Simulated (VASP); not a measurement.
Method: vdW-DF-cx, VASP's PBE PAW potentials (set 64) (plane waves; VASP 6.6.1).

VASP input:

### INCAR
```
# general
SYSTEM   = InSb
PREC     = Accurate
ENCUT    = 520
LREAL    = .FALSE.
LASPH    = .TRUE.

# electronic loop
EDIFF    = 1E-6
NELM     = 100
ALGO     = Normal
LMAXMIX  = 4

# smearing
ISMEAR   = 1
SIGMA    = 0.1

# functional
GGA      = CX
LUSE_VDW = .TRUE.
AGGAC    = 0.0

# ions
IBRION   = 2
NSW      = 60
ISIF     = 3
EDIFFG   = -0.01

# output
LWAVE    = .FALSE.
LCHARG   = .FALSE.
```

File POSCAR:
```
InSb
1
   -0.0000000000     3.2719310561     3.2719310561
    3.2719310561     0.0000000000     3.2719310561
    3.2719310561     3.2719310561     0.0000000000
In Sb
1 1
Direct
  0.0000000000   0.0000000000   0.0000000000
  0.2500000000   0.2500000000   0.2500000000
```

File KPOINTS:
```
kpoints
0
Gamma
  9 9 9
0 0 0
```

POTCAR, in this order: In_d Sb (PBE.64 set). Program: vasp_std.

Unless said otherwise, spin-orbit coupling is left out, though it shifts the bands of the heavy elements here.

### Question
Predict the energy per atom (σ→0), volume per atom, band gap (on the k-mesh).

### Answer

```json
{
  "energy per atom (σ→0)": "-0.998 eV/atom",
  "band gap (on the k-mesh)": "none (metal, semimetal or under 0.01 eV)",
  "volume_per_atom": "34.96 Å³/atom"
}
```

**OSZICAR**
```
...
DAV:  12    -0.199569007330E+01   -0.26637E-06   -0.88579E-07   800   0.764E-03
   1 F= -.19956901E+01 E0= -.19957355E+01  d E =-.199569E+01
       N       E                     dE             d eps       ncg     rms          rms(c)
DAV:   1    -0.199631350933E+01   -0.62370E-03   -0.15398E-02  1140   0.248E+00    0.148E-01
DAV:   2    -0.199579335079E+01    0.52016E-03   -0.11530E-03  1110   0.770E-01    0.543E-02
DAV:   3    -0.199570960267E+01    0.83748E-04   -0.26503E-04  1210   0.329E-01    0.254E-02
DAV:   4    -0.199570871102E+01    0.89165E-06   -0.89159E-06   935   0.295E-02
   2 F= -.19957087E+01 E0= -.19957524E+01  d E =-.186377E-04
```

The compound is InSb in the zinc blende structure. This run relaxes it. Symmetry was kept, so distortions that lower it aren't found. The start is the result of an earlier pass.
